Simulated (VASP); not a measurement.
Computed with PBEsol GGA, VASP's PBE PAW potentials (set 64) (plane waves; VASP).

The input files of a VASP run:

POSCAR:
```
CoSi
1
    4.2448700052     0.0000000000    -0.0000000000
   -0.0000000000     4.2448700052     0.0000000000
   -0.0000000000    -0.0000000000     4.2448700052
Co Si
4 4
Direct
  0.8520009110   0.6479990890   0.3520009110
  0.3520009110   0.8520009110   0.6479990890
  0.1479990890   0.1479990890   0.1479990890
  0.6479990890   0.3520009110   0.8520009110
  0.1556317867   0.3443682133   0.6556317867
  0.6556317867   0.1556317867   0.3443682133
  0.8443682133   0.8443682133   0.8443682133
  0.3443682133   0.6556317867   0.1556317867
```

### INCAR
```
! general
SYSTEM   =  CoSi
PREC     =  Accurate
ENCUT    =  500   ! plane-wave cut-off (eV)
LREAL    =  .FALSE.   ! projection in real space or not
LASPH    =  .TRUE.   ! aspherical one-centre terms

! electronic loop
EDIFF    =  1E-6   ! SCF stop (eV)
NELM     =  100   ! most electronic steps
ALGO     =  Normal
LMAXMIX  =  4   ! l cut-off of mixed one-centre charges

! smearing
ISMEAR   =  1   ! Methfessel-Paxton
SIGMA    =  0.1

! functional
GGA      =  PS   ! PBEsol

! ions
IBRION   =  2   ! conjugate gradients
NSW      =  40   ! most ionic steps
ISIF     =  3   ! ions, shape and volume
EDIFFG   =  -0.02   ! ionic stop
PSTRESS  =  300

! output
LWAVE    =  .FALSE.
LCHARG   =  .FALSE.
```

### KPOINTS
```
Automatic
0
gamma
  7 7 7
```

POTCAR, in this order: Co Si (PBE.64 set). Program: vasp_std.

The run wrote:

OSZICAR:
```
       N       E                     dE             d eps       ncg     rms          rms(c)
DAV:   1     0.360840384531E+03    0.36084E+03   -0.22127E+04  1488   0.193E+03
DAV:   2    -0.315646347909E+02   -0.39241E+03   -0.38287E+03  1488   0.411E+02
DAV:   3    -0.641619772385E+02   -0.32597E+02   -0.31672E+02  1670   0.143E+02
DAV:   4    -0.657346318385E+02   -0.15727E+01   -0.15589E+01  1954   0.295E+01
DAV:   5    -0.657914238996E+02   -0.56792E-01   -0.56771E-01  1977   0.517E+00    0.340E+01
DAV:   6    -0.688909804595E+02   -0.30996E+01   -0.17042E+02  2143   0.156E+02    0.232E+01
DAV:   7    -0.592476003146E+02    0.96434E+01   -0.65175E+01  2000   0.110E+02    0.101E+01
DAV:   8    -0.592553866443E+02   -0.77863E-02   -0.39986E+00  1858   0.142E+01    0.311E+00
DAV:   9    -0.591540289259E+02    0.10136E+00   -0.34955E-01  2324   0.682E+00    0.125E+00
DAV:  10    -0.591471036598E+02    0.69253E-02   -0.24764E-02  2312   0.121E+00    0.367E-01
DAV:  11    -0.591456723259E+02    0.14313E-02   -0.36647E-03  2350   0.586E-01    0.922E-02
DAV:  12    -0.591456518051E+02    0.20521E-04   -0.40780E-04  1985   0.242E-01    0.324E-02
DAV:  13    -0.591456556846E+02   -0.38795E-05   -0.56770E-05  2308   0.446E-02    0.419E-02
DAV:  14    -0.591456497654E+02    0.59192E-05   -0.16078E-05  2232   0.312E-02    0.992E-03
DAV:  15    -0.591456501356E+02   -0.37017E-06   -0.20206E-06  1193   0.170E-02
   1 F= -.44823644E+02 E0= -.44823606E+02  d E =-.448236E+02
```

File OUTCAR:
```
------------------------ aborting loop because EDIFF is reached ----------------------------------------
  FORCE on cell =-STRESS in cart. coord.  units (eV):
  Direction    XX          YY          ZZ          XY          YZ          ZX
  --------------------------------------------------------------------------------------
  Total       14.3168874     14.3168874     14.3168874      0.0000000      0.0000000      0.0000000
  in kB      299.8927785    299.8927785    299.8927785      0.0000000      0.0000000      0.0000000
  external PRESSURE =      -0.1072215 kB  Pullay stress =     300.0000000 kB
  volume of cell :       76.49
      direct lattice vectors                 reciprocal lattice vectors
     4.244870005  0.000000000  0.000000000     0.235578474  0.000000000  0.000000000
     0.000000000  4.244870005  0.000000000     0.000000000  0.235578474  0.000000000
     0.000000000  0.000000000  4.244870005     0.000000000  0.000000000  0.235578474
 POSITION                                       TOTAL-FORCE (eV/Angst)
 -----------------------------------------------------------------------------------
      3.61663      2.75067      1.49420        -0.000690      0.000690     -0.000690
      1.49420      3.61663      2.75067        -0.000690     -0.000690      0.000690
      0.62824      0.62824      0.62824         0.000690      0.000690      0.000690
      2.75067      1.49420      3.61663         0.000690     -0.000690     -0.000690
      0.66064      1.46180      2.78307         0.003875     -0.003875      0.003875
      2.78307      0.66064      1.46180         0.003875      0.003875     -0.003875
      3.58423      3.58423      3.58423        -0.003875     -0.003875     -0.003875
      1.46180      2.78307      0.66064        -0.003875      0.003875      0.003875
 -----------------------------------------------------------------------------------
    total drift:                                0.000000      0.000000      0.000000
  FREE ENERGIE OF THE ION-ELECTRON SYSTEM (eV)
  ---------------------------------------------------
  free  energy   TOTEN  =       -59.1456501356 eV

  energy  without entropy=      -59.1455369962  energy(sigma->0) =      -59.14561242
  enthalpy is  TOTEN    =       -44.8236439420 eV   P V=       14.3220061936

 reached required accuracy - stopping structural energy minimisation
```
(Selected blocks of OUTCAR.)

### OUTCAR
```
 val. band max:       14.0539952404   @ k =   0.4286   0.4286   0.4286

 cond. band min:      14.0828561296   @ k =   0.0000   0.0000   0.0000


 Fermi energy:        14.0649142507

 k-point     1 :       0.0000    0.0000    0.0000
  band No.  band energies     occupation
      1      -0.7041      2.00000
      2       5.2509      2.00000
      3       5.2509      2.00000
      4       5.2509      2.00000
      5       7.9527      2.00000
      6       7.9527      2.00000
      7       7.9527      2.00000
      8       9.7028      2.00000
      9       9.7028      2.00000
     10       9.7028      2.00000
     11      10.4732      2.00000
     12      10.5002      2.00000
     13      10.5002      2.00000
     14      10.8176      2.00000
     15      10.8176      2.00000
     16      10.8176      2.00000
     17      11.4094      2.00000
     18      11.4094      2.00000
     19      11.4094      2.00000
     20      12.9873      2.00000
     21      12.9873      2.00000
     22      12.9873      2.00000
     23      13.1480      2.00000
     24      13.1480      2.00000
     25      14.0829      0.70168
     26      14.0829      0.70168
     27      14.0829      0.70168
     28      17.2133      0.00000
     29      17.2133      0.00000
     30      17.2137      0.00000
     31      17.3966      0.00000

 k-point     2 :       0.1429    0.0000    0.0000
  band No.  band energies     occupation
      1      -0.5361      2.00000
      2       4.2767      2.00000
      3       5.3487      2.00000
      4       5.9253      2.00000
      5       7.4409      2.00000
      6       8.0468      2.00000
      7       8.6052      2.00000
      8       9.0366      2.00000
      9       9.3811      2.00000
     10      10.3116      2.00000
     11      10.3728      2.00000
     12      10.5270      2.00000
     13      10.7369      2.00000
     14      10.7479      2.00000
     15      10.8366      2.00000
     16      10.8444      2.00000
     17      11.3223      2.00000
...
```

The compound is CoSi in the B20 structure. It was relaxed first under an external pressure of 30 GPa. The run is not spin-polarised, so no magnetic state was tried.
